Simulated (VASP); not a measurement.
```
Al3Y
1.0
    4.20441     0.00000     0.00000
    0.00000     4.20441     0.00000
    0.00000     0.00000     4.20441
Y Al
1 3
Cartesian
  0.00000   0.00000   0.00000
  0.00000   2.10221   2.10221
  2.10221   0.00000   2.10221
  2.10221   2.10221   0.00000
```

Level of theory: LDA (Ceperley-Alder, Perdew-Zunger), VASP's LDA PAW potentials (set 64) (plane waves; VASP 6.6.1). Settings: 300 eV cut-off, 6×6×6 Γ-centred mesh, Fermi-Dirac smearing of 0.10 eV, potentials Y_sv Al.

At this cut-off the stress carries a Pulay error, which pulls relaxed volumes low.

**Question.** Give the stress tensor in GPa (positive for a compressed cell).

**Answer.** 
```
-1.15   0.00   0.00
 0.00  -1.15   0.00
 0.00   0.00  -1.15
```
The pressure is its mean diagonal, -1.15 GPa.

The structure comes from a computed database's YAl3 entry (Pm-3m); how it stands against other phases isn't given here. The cell was not relaxed at this level.
